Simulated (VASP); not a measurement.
All values below come from LDA (Ceperley-Alder, Perdew-Zunger), VASP's LDA PAW potentials (set 64) (plane waves; VASP).

The input files of a VASP run:

File POSCAR:
```
FeGe
1
    4.5369806556    -0.0000000000     0.0000000000
    0.0000000000     4.5369806556     0.0000000000
   -0.0000000000     0.0000000000     4.5369806556
Fe Ge
4 4
Direct
  0.8650684804   0.6349315196   0.3650684804
  0.3650684804   0.8650684804   0.6349315196
  0.1349315196   0.1349315196   0.1349315196
  0.6349315196   0.3650684804   0.8650684804
  0.1614395631   0.3385604369   0.6614395631
  0.6614395631   0.1614395631   0.3385604369
  0.8385604369   0.8385604369   0.8385604369
  0.3385604369   0.6614395631   0.1614395631
```

KPOINTS:
```
K-points
0
G
 11 11 11
0 0 0
```

**INCAR**
```
! general
SYSTEM   =  FeGe
PREC     =  Accurate
ENCUT    =  400
LREAL    =  .FALSE.
LASPH    =  .TRUE.
NBANDS   =  156

! electronic loop
EDIFF    =  1E-7
NELM     =  100
ALGO     =  Normal
LMAXMIX  =  4

! smearing
ISMEAR   =  0
SIGMA    =  0.01

! output
LWAVE    =  .FALSE.
LCHARG   =  .FALSE.
NEDOS    =  1001

! other
LOPTICS  =  .TRUE.
CSHIFT   =  0.1
```

POTCAR, in this order: Fe Ge_d (LDA.64 set). Program: vasp_std.

Output of the run:

OUTCAR:
```
 ion  position               nearest neighbor table
   1  0.865  0.635  0.365-   5 2.33   6 2.34   7 2.34   8 2.34   6 2.56   7 2.56   8 2.56   2 2.78
                             4 2.78   3 2.78   3 2.78   2 2.78   4 2.78
   2  0.365  0.865  0.635-   6 2.33   5 2.34   7 2.34   8 2.34   8 2.56   5 2.56   7 2.56   1 2.78
                             3 2.78   4 2.78   3 2.78   1 2.78   4 2.78
   3  0.135  0.135  0.135-   7 2.33   6 2.34   5 2.34   8 2.34   8 2.56   5 2.56   6 2.56   2 2.78
                             4 2.78   1 2.78   2 2.78   1 2.78   4 2.78
   4  0.635  0.365  0.865-   8 2.33   6 2.34   7 2.34   5 2.34   5 2.56   6 2.56   7 2.56   1 2.78
                             1 2.78   2 2.78   2 2.78   3 2.78   3 2.78
   5  0.161  0.339  0.661-   1 2.33   2 2.34   3 2.34   4 2.34   2 2.56   3 2.56   4 2.56   8 2.82
                             6 2.82   8 2.82   7 2.82   7 2.82   6 2.82
   6  0.661  0.161  0.339-   2 2.33   1 2.34   3 2.34   4 2.34   4 2.56   1 2.56   3 2.56   8 2.82
                             7 2.82   5 2.82   8 2.82   7 2.82   5 2.82
   7  0.839  0.839  0.839-   3 2.33   2 2.34   1 2.34   4 2.34   4 2.56   1 2.56   2 2.56   5 2.82
                             6 2.82   8 2.82   6 2.82   5 2.82   8 2.82
   8  0.339  0.661  0.161-   4 2.33   2 2.34   3 2.34   1 2.34   1 2.56   2 2.56   3 2.56   7 2.82
                             5 2.82   5 2.82   6 2.82   6 2.82   7 2.82
  LATTYP: Found a simple cubic cell.
 ALAT       =     4.5369806556
 Subroutine PRICEL returns:
 Original cell was already a primitive cell.
 Subroutine GETGRP returns: Found 12 space group operations
The static configuration has the point symmetry C_3 .
 The point group associated with its full space group is T   .
The dynamic configuration has the point symmetry C_3 .
...
```

### OSZICAR
```
       N       E                     dE             d eps       ncg     rms          rms(c)
DAV:   1     0.683687114681E+03    0.68369E+03   -0.13146E+04 34368   0.131E+03
DAV:   2     0.557805420891E+02   -0.62791E+03   -0.53644E+03 23724   0.276E+02
DAV:   3    -0.605373982496E+02   -0.11632E+03   -0.10960E+03 26188   0.808E+01
DAV:   4    -0.656044523508E+02   -0.50671E+01   -0.50241E+01 26748   0.187E+01
DAV:   5    -0.656439892243E+02   -0.39537E-01   -0.39522E-01 27320   0.171E+00    0.264E+01
DAV:   6    -0.685989595839E+02   -0.29550E+01   -0.62722E+00 34232   0.279E+01    0.243E+01
DAV:   7    -0.603244211386E+02    0.82745E+01   -0.15048E+01 30864   0.203E+01    0.649E+00
DAV:   8    -0.598907941352E+02    0.43363E+00   -0.22077E-01 37512   0.289E+00    0.140E+00
DAV:   9    -0.598590394371E+02    0.31755E-01   -0.51632E-02 27280   0.626E-01    0.416E-01
DAV:  10    -0.598572288266E+02    0.18106E-02   -0.46812E-03 29032   0.221E-01    0.134E-01
DAV:  11    -0.598572110636E+02    0.17763E-04   -0.38631E-04 26552   0.664E-02    0.523E-02
DAV:  12    -0.598572123686E+02   -0.13050E-05   -0.46803E-05 28720   0.245E-02    0.182E-02
DAV:  13    -0.598572121027E+02    0.26593E-06   -0.26925E-06 28584   0.722E-03    0.710E-03
DAV:  14    -0.598572119423E+02    0.16034E-06   -0.66975E-07 26928   0.351E-03    0.276E-03
DAV:  15    -0.598572119380E+02    0.43055E-08   -0.54560E-08 18128   0.765E-04
   1 F= -.59857212E+02 E0= -.59857212E+02  d E =-.261967E-11
 imaginary and real dielectric function
```

**OUTCAR**
```
------------------------ aborting loop because EDIFF is reached ----------------------------------------
  FORCE on cell =-STRESS in cart. coord.  units (eV):
  Direction    XX          YY          ZZ          XY          YZ          ZX
  --------------------------------------------------------------------------------------
  Total        0.0862493      0.0862493      0.0862493     -0.0000000     -0.0000000      0.0000000
  in kB        1.4796721      1.4796721      1.4796721     -0.0000000     -0.0000000      0.0000000
  external PRESSURE =       1.4796721 kB  Pullay stress =       0.0000000 kB
  volume of cell :       93.39
      direct lattice vectors                 reciprocal lattice vectors
     4.536980656  0.000000000  0.000000000     0.220410902  0.000000000  0.000000000
     0.000000000  4.536980656  0.000000000     0.000000000  0.220410902  0.000000000
     0.000000000  0.000000000  4.536980656     0.000000000  0.000000000  0.220410902
 POSITION                                       TOTAL-FORCE (eV/Angst)
 -----------------------------------------------------------------------------------
      3.92480      2.88067      1.65631         0.003716     -0.003716      0.003716
      1.65631      3.92480      2.88067         0.003716      0.003716     -0.003716
      0.61218      0.61218      0.61218        -0.003716     -0.003716     -0.003716
      2.88067      1.65631      3.92480        -0.003716      0.003716      0.003716
      0.73245      1.53604      3.00094         0.001134     -0.001134      0.001134
      3.00094      0.73245      1.53604         0.001134      0.001134     -0.001134
      3.80453      3.80453      3.80453        -0.001134     -0.001134     -0.001134
      1.53604      3.00094      0.73245        -0.001134      0.001134      0.001134
 -----------------------------------------------------------------------------------
    total drift:                                0.000001      0.000001      0.000000
  FREE ENERGIE OF THE ION-ELECTRON SYSTEM (eV)
  ---------------------------------------------------
  free  energy   TOTEN  =       -59.8572119380 eV

  energy  without entropy=      -59.8572119380  energy(sigma->0) =      -59.85721194

 plasma frequency squared (from intraband transitions) (eV^2)
  --------------------------------------------------------------------------------------
       0.000       0.000       0.000
       0.000       0.000       0.000
       0.000       0.000       0.000

 plasma frequency squared (from interband transitions, int dw w eps(2)(w)) (eV^2)
  --------------------------------------------------------------------------------------
     693.867       0.000       0.000      -0.000      -0.000      -0.000
       0.000       0.000     693.867       0.000      -0.000      -0.000
      -0.000       0.000      -0.000       0.000     693.867       0.000
```
(Selected blocks of OUTCAR.)

The dielectric response may not be converged in the k-mesh; for small gaps it tends to come out too large.

The compound is FeGe in the B20 structure. It was relaxed first, which changed the volume by -10 %. The run is not spin-polarised, so no magnetic state was tried.
